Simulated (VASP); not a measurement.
# Mo45H4C4S in VASP: a series of runs

The runs below take Mo45H4C4S through single point, with PBE+D3(BJ), optB86b-vdW, rev-vdW-DF2.

Everything below comes from runs of VASP 6.6.1. Logs are shortened: lines on timing, memory, paths and dates and some standing lists are left out, and cuts for length are marked.

## 1. Starting point

The cell holds a slab with vacuum, 54 atoms: a = 9.450 Å, b = 9.450 Å, c = 22.800 Å, α = 90.00°, β = 90.00°, γ = 90.00°.

The cell was built by a generator and needn't be a form met in nature.

## 2. Single point, PBE+D3(BJ)

The input, INCAR:

```
PREC = Accurate
ENCUT = 400
EDIFF = 1E-6
ISMEAR = 1
SIGMA = 0.1
LREAL = Auto
LASPH = T
NELM = 60
ALGO = Fast
ISIF = 2
LWAVE = F
LCHARG = F
GGA = PE
IVDW = 12
NBANDS = 361
ISYM = 0
```

The input, KPOINTS:

```
Automatic mesh
0
Gamma
  4 4 1
```

The input, POSCAR:

```
Mo45H4C4S
1.0
    9.4500000000      0.0000000000      0.0000000000
    0.0000000000      9.4500000000      0.0000000000
    0.0000000000      0.0000000000     22.8000000000
Mo S C H
45 1 4 4
Direct
    0.0000000000      0.0000000000      0.1096000000
    0.3333000000      0.0000000000      0.1096000000
    0.6667000000      0.0000000000      0.1096000000
    0.0000000000      0.3333000000      0.1096000000
    0.3333000000      0.3333000000      0.1096000000
    0.6667000000      0.3333000000      0.1096000000
    0.0000000000      0.6667000000      0.1096000000
    0.3333000000      0.6667000000      0.1096000000
    0.6667000000      0.6667000000      0.1096000000
    0.1667000000      0.1667000000      0.1787000000
    0.5000000000      0.1667000000      0.1787000000
    0.8333000000      0.1667000000      0.1787000000
    0.1667000000      0.5000000000      0.1787000000
    0.5000000000      0.5000000000      0.1787000000
    0.8333000000      0.5000000000      0.1787000000
    0.1667000000      0.8333000000      0.1787000000
    0.5000000000      0.8333000000      0.1787000000
    0.8333000000      0.8333000000      0.1787000000
    0.0000000000      0.9982000000      0.2462000000
    0.3332000000      0.0000000000      0.2462000000
    0.6676000000      0.0001000000      0.2443000000
    0.9995000000      0.3350000000      0.2461000000
    0.3319000000      0.3346000000      0.2448000000
    0.6673000000      0.3337000000      0.2465000000
    0.0006000000      0.6673000000      0.2450000000
    0.3337000000      0.6663000000      0.2471000000
    0.6659000000      0.6674000000      0.2458000000
    0.1665000000      0.1689000000      0.3150000000
    0.5003000000      0.1682000000      0.3156000000
    0.8321000000      0.1625000000      0.3152000000
    0.1644000000      0.4998000000      0.3188000000
    0.4966000000      0.4953000000      0.3165000000
    0.8353000000      0.5032000000      0.3154000000
    0.1667000000      0.8309000000      0.3167000000
    0.5023000000      0.8373000000      0.3157000000
    0.8341000000      0.8343000000      0.3184000000
    0.0149000000      0.0112000000      0.3808000000
    0.3201000000      0.9997000000      0.3827000000
    0.6496000000      0.0134000000      0.3776000000
    0.9883000000      0.3225000000      0.3865000000
    0.3253000000      0.3246000000      0.3806000000
    0.6994000000      0.3369000000      0.3793000000
    0.9921000000      0.6709000000      0.3768000000
    0.3571000000      0.6822000000      0.3788000000
    0.6528000000      0.6474000000      0.3785000000
    0.2495000000      0.3279000000      0.4826000000
    0.0618000000      0.2961000000      0.4753000000
    0.0383000000      0.1439000000      0.4629000000
    0.1711000000      0.0563000000      0.4615000000
    0.2988000000      0.1489000000      0.4606000000
    0.0016000000      0.3466000000      0.5105000000
    0.9484000000      0.0967000000      0.4864000000
    0.1727000000      0.9689000000      0.4929000000
    0.3905000000      0.1147000000      0.4863000000
```

Potentials or basis: VASP PAW PBE potentials, release 64 (Mo_sv, S, C, H).

Started as:

```sh
> cat potpaw_PBE.64/Mo_sv/POTCAR potpaw_PBE.64/S/POTCAR potpaw_PBE.64/C/POTCAR potpaw_PBE.64/H/POTCAR > POTCAR
> mpirun -np 8 vasp_std > vasp.out
```

OUTCAR:

```text
PREC = Accurate
   ENCUT = 400
   EDIFF = 1E-6
   ISMEAR = 1
   LREAL = Auto
   LASPH = T
   NELM = 60
   ISIF = 2
   GGA = PE
   IVDW = 12
   ISYM = 0
 IVDW          = 12

 ion  position               nearest neighbor table
   1  0.000  0.000  0.110-  10 2.73  12 2.73  16 2.73  18 2.73  19 3.11   3 3.15   4 3.15   7 3.15
                             2 3.15
   2  0.333  0.000  0.110-  10 2.73  16 2.73  11 2.73  17 2.73  20 3.11   8 3.15   1 3.15   5 3.15
                             3 3.15
   3  0.667  0.000  0.110-  12 2.73  18 2.73  17 2.73  11 2.73  21 3.07   9 3.15   1 3.15   6 3.15
                             2 3.15
   4  0.000  0.333  0.110-  10 2.73  12 2.73  13 2.73  15 2.73  22 3.11   6 3.15   1 3.15   5 3.15
                             7 3.15
   5  0.333  0.333  0.110-  10 2.73  11 2.73  13 2.73  14 2.73  23 3.08   4 3.15   2 3.15   8 3.15
                             6 3.15
   6  0.667  0.333  0.110-  12 2.73  11 2.73  15 2.73  14 2.73  24 3.12   4 3.15   3 3.15   9 3.15
                             5 3.15
   7  0.000  0.667  0.110-  16 2.73  18 2.73  13 2.73  15 2.73  25 3.09   9 3.15   1 3.15   8 3.15
                             4 3.15
   8  0.333  0.667  0.110-  16 2.73  13 2.73  17 2.73  14 2.73  26 3.14   7 3.15   2 3.15   9 3.15
                             5 3.15
   9  0.667  0.667  0.110-  18 2.73  17 2.73  15 2.73  14 2.73  27 3.11   7 3.15   3 3.15   8 3.15
[... 67 lines left out ...]
  43  0.992  0.671  0.377-  36 2.53  33 2.58  34 2.62  31 2.65  25 3.01  45 3.21  37 3.22  40 3.30
                            44 3.45
  44  0.357  0.682  0.379-  35 2.47  32 2.62  34 2.69  45 2.81  31 2.86  26 3.01  38 3.02  41 3.39
                            43 3.45
  45  0.653  0.647  0.379-  32 2.50  33 2.63  35 2.70  44 2.81  36 2.82  42 2.97  27 3.03  43 3.21
                            39 3.46
  46  0.249  0.328  0.483-  47 1.81  50 1.82  41 2.43
  47  0.062  0.296  0.475-  51 1.09  48 1.48  46 1.81  40 2.15
  48  0.038  0.144  0.463-  52 1.10  47 1.48  49 1.50  37 2.26  40 2.47
  49  0.171  0.056  0.462-  53 1.09  50 1.49  48 1.50  38 2.34  37 2.40
  50  0.299  0.149  0.461-  54 1.09  49 1.49  46 1.82  38 2.28  41 2.48
  51  0.002  0.347  0.511-  47 1.09
  52  0.948  0.097  0.486-  48 1.10
  53  0.173  0.969  0.493-  49 1.09
  54  0.391  0.115  0.486-  50 1.09

IMPORTANT INFORMATION: All symmetrisations will be switched off!
NOSYMM: (Re-)initialisation of all symmetry stuff for point group C_1.

----------------------------------------------------------------------------------------

                                     Primitive cell

  volume of cell :    2036.0970

  direct lattice vectors                    reciprocal lattice vectors
     9.450000000  0.000000000  0.000000000     0.105820106  0.000000000  0.000000000
     0.000000000  9.450000000  0.000000000     0.000000000  0.105820106  0.000000000
     0.000000000  0.000000000 22.800000000     0.000000000  0.000000000  0.043859649

[... 187 lines left out ...]
   ISMEAR =     1;   SIGMA  =   0.10  broadening in eV -4-tet -1-fermi 0-gaus
   EFERMI_NEDOS =   21; number of points for ismear=-14 and -15
   IALGO  =     68    algorithm
   IMIX   =      4    mixing-type and parameters
     AMIX     =   0.40;   BMIX     =  1.00
     AMIX_MAG =   1.60;   BMIX_MAG =  1.00
  volume/ion in A,a.u.               =      37.71       254.45
  Fermi-wavevector in a.u.,A,eV,Ry     =   1.122303  2.120844 17.137396  1.259563
  Thomas-Fermi vector in A             =   2.258962
   LORBIT       =      0    0 simple, 1 ext, 2 COOP (PROOUT), +10 PAW based schemes
   GGA     = PE    functional components
   LHFCALC =     F    Hartree Fock is set to
   AEXX    =    0.0000 exact exchange contribution
   IVDW    =    12    specifies the selected vdW correction
   LEPSILON=     F    determine dielectric tensor
   LRPA    =     F    only Hartree local field effects (RPA)
 non-spin polarized calculation
 RMM-DIIS sequential band-by-band and
 Methfessel and Paxton  Order N= 1 SIGMA  =   0.10
  energy-cutoff  :      400.00
  volume of cell :     2036.10
 maximum number of plane-waves:     37074
 NGX is ok and might be reduce to    64
   NGX = 31   NGY = 31   NGZ = 75

 number of electron     656.0000011 magnetization

 Free energy of the ion-electron system (eV)
  ---------------------------------------------------
  ext. energy  EPLUGINS =         0.00000000
  ---------------------------------------------------
  free energy    TOTEN  =      -511.35795217 eV

  energy without entropy =     -511.35658913  energy(sigma->0) =     -511.35749782

 E-fermi :   2.2004     XC(G=0):  -5.9383

 val. band max:        2.1961847424   @ k =   0.5000   0.0000   0.0000
 cond. band min:       2.2016346529   @ k =  -0.2500   0.2500   0.0000
 fundamental gap:      0.0054499105
 Fermi energy:         2.2003873800

 k-point     1 :       0.0000    0.0000    0.0000
  band No.  band energies     occupation
      1     -59.0007      2.00000
      2     -58.9122      2.00000
      3     -58.9060      2.00000
      4     -58.9022      2.00000
      5     -58.9000      2.00000
      6     -58.8645      2.00000
[... 3419 lines left out ...]
    339       2.5153     -0.00008
    340       2.5739     -0.00000
 [bands above 340 left out]

------------------------ aborting loop because EDIFF is reached ----------------------------------------

 Edisp (eV)  -23.84982

 E8    (eV) :   -11.5211

  FORCE on cell =-STRESS in cart. coord.  units (eV):
  Direction    XX          YY          ZZ          XY          YZ          ZX
  --------------------------------------------------------------------------------------
  -------------------------------------------------------------------------------------
  Total     -65.15506   -66.18326   -21.82857     1.15160    -0.31717    -0.04742
  in kB     -51.26964   -52.07872   -17.17661     0.90618    -0.24958    -0.03731
  external pressure =      -40.17 kB  Pullay stress =        0.00 kB

 VOLUME and BASIS-vectors are now :
 -----------------------------------------------------------------------------
  energy-cutoff  :      400.00
  volume of cell :     2036.10
      direct lattice vectors                 reciprocal lattice vectors
     9.450000000  0.000000000  0.000000000     0.105820106  0.000000000  0.000000000
     0.000000000  9.450000000  0.000000000     0.000000000  0.105820106  0.000000000
     0.000000000  0.000000000 22.800000000     0.000000000  0.000000000  0.043859649

 POSITION                                       TOTAL-FORCE (eV/Angst)
 -----------------------------------------------------------------------------------
      0.00000      0.00000      2.49888        -0.009664      0.017586      1.264771
      3.14969      0.00000      2.49888         0.088809      0.138775      1.266593
      6.30031      0.00000      2.49888        -0.075467      0.020104      1.200211
      0.00000      3.14969      2.49888         0.021965      0.002865      1.234609
      3.14969      3.14969      2.49888        -0.054222     -0.058765      1.190273
      6.30031      3.14969      2.49888         0.010579     -0.078362      1.268292
[... 46 lines left out ...]
      1.63201      9.15610     11.23812         0.004455     -0.049271      0.037199
      3.69023      1.08391     11.08764         0.054480     -0.014483      0.040632
 -----------------------------------------------------------------------------------
    total drift:                               -0.001564     -0.001029      0.002212

  FREE ENERGIE OF THE ION-ELECTRON SYSTEM (eV)
  ---------------------------------------------------
  free  energy   TOTEN  =      -535.2077765296 eV

  energy  without entropy=     -535.2064134858  energy(sigma->0) =     -535.20732218
```

Wall time 36 min (8 MPI ranks of AMD EPYC 9R45 (Zen 5), shared host); peak memory 0.67 GiB.

Results:

| Property | Result |
| --- | --- |
| Free energy | -535.2078 eV |
| Largest force | 1.373 eV/Å |
| Band gap on the k mesh | none (metal or under the smearing width) |
| Dispersion energy per atom | -0.442 eV |

Forces on the atoms (eV/Å):
```
Mo  -0.010  0.018  1.265
Mo   0.089  0.139  1.267
Mo  -0.075  0.020  1.200
Mo   0.022  0.003  1.235
Mo  -0.054 -0.059  1.190
Mo   0.011 -0.078  1.268
Mo  -0.038 -0.003  1.259
Mo   0.027 -0.053  1.310
Mo  -0.016  0.106  1.178
Mo  -0.008 -0.007 -1.373
Mo  -0.002  0.048 -1.320
Mo   0.005 -0.106 -1.362
Mo   0.076  0.065 -1.123
Mo  -0.048  0.013 -1.183
Mo   0.058  0.116 -1.355
Mo  -0.060 -0.090 -1.256
Mo   0.018 -0.084 -1.316
Mo   0.024 -0.033 -1.123
Mo  -0.013  0.001  0.011
Mo   0.006 -0.006 -0.002
Mo   0.001  0.000 -0.014
Mo  -0.014 -0.013 -0.002
Mo   0.007 -0.008 -0.007
Mo   0.007  0.004 -0.008
Mo  -0.012  0.005  0.002
Mo   0.013  0.015 -0.027
Mo  -0.007  0.000  0.001
Mo   0.018  0.024 -0.027
Mo  -0.003  0.011 -0.007
Mo  -0.007 -0.022 -0.021
Mo   0.003 -0.006 -0.010
Mo   0.000 -0.012  0.005
Mo   0.001 -0.006  0.009
Mo   0.011 -0.004  0.012
Mo   0.016  0.010 -0.006
Mo  -0.022  0.022 -0.009
Mo  -0.015 -0.020  0.022
Mo   0.016 -0.017 -0.004
Mo   0.006 -0.007  0.049
Mo  -0.003  0.023  0.024
Mo   0.012  0.006  0.023
Mo  -0.021  0.006  0.023
Mo  -0.002  0.002  0.051
Mo  -0.015 -0.014  0.046
Mo   0.007  0.001  0.025
S   -0.057 -0.073  0.002
C    0.077  0.004 -0.023
C    0.035 -0.007 -0.009
C    0.000  0.047 -0.003
C   -0.065  0.076 -0.016
H   -0.029  0.014  0.039
H   -0.030 -0.007  0.010
H    0.004 -0.049  0.037
H    0.054 -0.014  0.041
```

Levels at points of the mesh, in eV from the Fermi level:
```tsv
k point	band 324	band 325	band 326	band 327	band 328	band 329	band 330	band 331	band 332	band 333
(0.00, 0.00, 0.00)	-0.13	-0.07	-0.06	0.02	0.08	0.13	0.15	0.17	0.20	0.21
(0.50, 0.00, 0.00)	-0.20	-0.14	-0.12	-0.07	-0.04	0.00	0.04	0.12	0.17	0.18
(0.00, 0.50, 0.00)	-0.16	-0.13	-0.12	-0.09	-0.04	-0.01	0.01	0.12	0.17	0.18
(0.50, 0.50, 0.00)	-0.07	-0.05	-0.01	0.05	0.06	0.07	0.09	0.11	0.14	0.17
```

Caveat: the cutoff is under 1.25 times the usual one of these potentials, so pressure, stress and relaxed cells hold a basis-set (Pulay) error.

## 3. Single point, optB86b-vdW

INCAR, as its differences from that of step 2:

```diff
@@ -12,4 +12,7 @@
 LCHARG = F
-GGA = PE
-IVDW = 12
+GGA = MK
+LUSE_VDW = T
+AGGAC = 0.0
+PARAM1 = 0.1234
+PARAM2 = 1.0
 NBANDS = 361
```

KPOINTS is that of step 2.

POSCAR is that of step 2.

Potentials or basis: VASP PAW PBE potentials, release 64 (Mo_sv, S, C, H).

Started as:

```sh
> cat potpaw_PBE.64/Mo_sv/POTCAR potpaw_PBE.64/S/POTCAR potpaw_PBE.64/C/POTCAR potpaw_PBE.64/H/POTCAR > POTCAR
> mpirun -np 8 vasp_std > vasp.out
```

Wall time 41 min (8 MPI ranks of AMD EPYC 9R45 (Zen 5), shared host); peak memory 1 GiB.

Results (log left out):

* Free energy: -376.0342 eV
* Largest force: 1.447 eV/Å
* Band gap on the k mesh: none (metal or under the smearing width)

Forces on the atoms (eV/Å):
```
Mo  -0.004  0.018  1.260
Mo   0.087  0.136  1.263
Mo  -0.079  0.015  1.195
Mo   0.018  0.004  1.232
Mo  -0.057 -0.059  1.188
Mo   0.015 -0.075  1.263
Mo  -0.039 -0.004  1.253
Mo   0.027 -0.048  1.303
Mo  -0.014  0.106  1.174
Mo  -0.007 -0.006 -1.447
Mo  -0.002  0.048 -1.387
Mo   0.003 -0.107 -1.429
Mo   0.077  0.063 -1.188
Mo  -0.049  0.012 -1.249
Mo   0.055  0.117 -1.427
Mo  -0.063 -0.093 -1.327
Mo   0.021 -0.083 -1.386
Mo   0.024 -0.032 -1.185
Mo  -0.013 -0.006 -0.002
Mo   0.008 -0.010 -0.012
Mo   0.007 -0.002 -0.030
Mo  -0.018 -0.009 -0.018
Mo   0.010 -0.004 -0.032
Mo   0.005  0.002 -0.011
Mo  -0.013  0.005 -0.013
Mo   0.015  0.012 -0.030
Mo  -0.005  0.003 -0.006
Mo   0.022  0.025  0.060
Mo   0.002  0.014  0.064
Mo  -0.021 -0.029  0.056
Mo   0.003  0.004  0.063
Mo  -0.007 -0.007  0.074
Mo  -0.001  0.006  0.088
Mo   0.007 -0.012  0.088
Mo   0.018  0.007  0.071
Mo  -0.022  0.014  0.058
Mo  -0.014 -0.025  0.012
Mo   0.025 -0.041 -0.018
Mo   0.004 -0.004  0.033
Mo  -0.025  0.024 -0.002
Mo   0.014 -0.002 -0.014
Mo  -0.001  0.017  0.031
Mo  -0.012  0.001  0.039
Mo   0.003  0.001  0.040
Mo   0.003 -0.009  0.024
S   -0.006  0.025  0.113
C    0.082 -0.007 -0.074
C    0.059  0.031 -0.057
C    0.003  0.072 -0.067
C   -0.081  0.086 -0.092
H   -0.091  0.061  0.127
H   -0.124 -0.058  0.083
H    0.005 -0.145  0.131
H    0.146 -0.053  0.116
```

Levels at points of the mesh, in eV from the Fermi level:
```
           k point  band 325  band 326  band 327  band 328  band 329  band 330  band 331  band 332
(0.00, 0.00, 0.00)     -0.09     -0.07      0.02      0.08      0.13      0.15      0.16      0.20
(0.50, 0.00, 0.00)     -0.14     -0.12     -0.07     -0.04     -0.01      0.04      0.12      0.16
(0.00, 0.50, 0.00)     -0.13     -0.12     -0.09     -0.04     -0.01      0.01      0.12      0.16
(0.50, 0.50, 0.00)     -0.05     -0.01      0.05      0.06      0.07      0.09      0.12      0.15
```

Caveat: the cutoff is under 1.25 times the usual one of these potentials, so pressure, stress and relaxed cells hold a basis-set (Pulay) error; the PAW data sets were made with another functional, which shifts forces and pressure a little.

## 4. Single point, rev-vdW-DF2

INCAR, as its differences from that of step 3:

```diff
@@ -16,3 +16,4 @@
 PARAM1 = 0.1234
-PARAM2 = 1.0
+PARAM2 = 0.711357
+ZAB_VDW = -1.8867
 NBANDS = 361
```

KPOINTS is that of step 3.

POSCAR is that of step 3.

Started as:

```sh
> cat potpaw_PBE.64/Mo_sv/POTCAR potpaw_PBE.64/S/POTCAR potpaw_PBE.64/C/POTCAR potpaw_PBE.64/H/POTCAR > POTCAR
> mpirun -np 8 vasp_std > vasp.out
```

Run time: 36 min. Hardware: 8 MPI ranks of AMD EPYC 9R45 (Zen 5), shared host; peak memory 0.99 GiB.

It converged, with:

- Free energy: -387.9939 eV
- Largest force: 1.446 eV/Å
- Band gap on the k mesh: none (metal or under the smearing width)

Forces on the atoms (eV/Å):
```
Mo  -0.002  0.017  1.236
Mo   0.086  0.135  1.239
Mo  -0.079  0.014  1.171
Mo   0.018  0.004  1.207
Mo  -0.058 -0.058  1.164
Mo   0.016 -0.075  1.238
Mo  -0.039 -0.005  1.228
Mo   0.027 -0.047  1.278
Mo  -0.013  0.106  1.149
Mo  -0.007 -0.005 -1.446
Mo  -0.003  0.049 -1.386
Mo   0.003 -0.106 -1.427
Mo   0.078  0.063 -1.186
Mo  -0.050  0.012 -1.247
Mo   0.054  0.116 -1.426
Mo  -0.063 -0.092 -1.326
Mo   0.021 -0.082 -1.385
Mo   0.024 -0.031 -1.183
Mo  -0.013 -0.005 -0.002
Mo   0.006 -0.010 -0.012
Mo   0.008 -0.004 -0.030
Mo  -0.018 -0.009 -0.019
Mo   0.011 -0.005 -0.032
Mo   0.005  0.001 -0.011
Mo  -0.012  0.005 -0.013
Mo   0.014  0.011 -0.030
Mo  -0.005  0.004 -0.007
Mo   0.022  0.026  0.060
Mo   0.000  0.017  0.068
Mo  -0.021 -0.030  0.058
Mo   0.004  0.006  0.068
Mo  -0.010 -0.010  0.076
Mo   0.000  0.007  0.089
Mo   0.007 -0.013  0.090
Mo   0.018  0.007  0.073
Mo  -0.024  0.014  0.060
Mo  -0.019 -0.028  0.032
Mo   0.030 -0.042  0.002
Mo   0.007 -0.005  0.050
Mo  -0.028  0.029  0.014
Mo   0.019  0.002  0.000
Mo  -0.004  0.017  0.051
Mo  -0.011  0.002  0.057
Mo   0.001  0.000  0.058
Mo   0.004 -0.007  0.044
S   -0.019  0.006  0.114
C    0.082 -0.043 -0.060
C    0.084  0.041 -0.032
C    0.007  0.109 -0.047
C   -0.105  0.066 -0.069
H   -0.079  0.051  0.111
H   -0.108 -0.049  0.074
H    0.004 -0.128  0.116
H    0.129 -0.046  0.105
```

Levels at points of the mesh, in eV from the Fermi level:
| k point | band 324 | band 325 | band 326 | band 327 | band 328 | band 329 | band 330 | band 331 | band 332 | band 333 |
| --- | --- | --- | --- | --- | --- | --- | --- | --- | --- | --- |
| (0.00, 0.00, 0.00) | -0.13 | -0.11 | -0.07 | 0.02 | 0.08 | 0.13 | 0.15 | 0.16 | 0.20 | 0.21 |
| (0.50, 0.00, 0.00) | -0.20 | -0.14 | -0.12 | -0.07 | -0.04 | -0.01 | 0.04 | 0.12 | 0.16 | 0.18 |
| (0.00, 0.50, 0.00) | -0.17 | -0.13 | -0.11 | -0.09 | -0.04 | -0.01 | 0.01 | 0.12 | 0.16 | 0.17 |
| (0.50, 0.50, 0.00) | -0.07 | -0.05 | -0.01 | 0.04 | 0.06 | 0.07 | 0.09 | 0.12 | 0.15 | 0.18 |

Caveat: the cutoff is under 1.25 times the usual one of these potentials, so pressure, stress and relaxed cells hold a basis-set (Pulay) error; the PAW data sets were made with another functional, which shifts forces and pressure a little.

## 5. Overview

| level | gap on the mesh (eV) | largest force (eV/Å) |
| --- | --- | --- |
| PBE+D3(BJ) | none | 1.37 |
| optB86b-vdW | none | 1.45 |
| rev-vdW-DF2 | none | 1.45 |

Alike in all rows: task single point; potentials or basis VASP PAW PBE potentials, release 64 (Mo_sv, S, C, H); no spin polarisation; cell as given; k mesh 4 × 4 × 1; cutoff (eV) 400; smearing methfessel-paxton 0.1 eV.

Every run on the cell as given and a fine mesh finds a metal.

Caveats: the cutoff is under 1.25 times the usual one of these potentials, so pressure, stress and relaxed cells hold a basis-set (Pulay) error; the PAW data sets were made with another functional, which shifts forces and pressure a little (some runs).

Absolute energies hang on the potentials; compare differences alone.
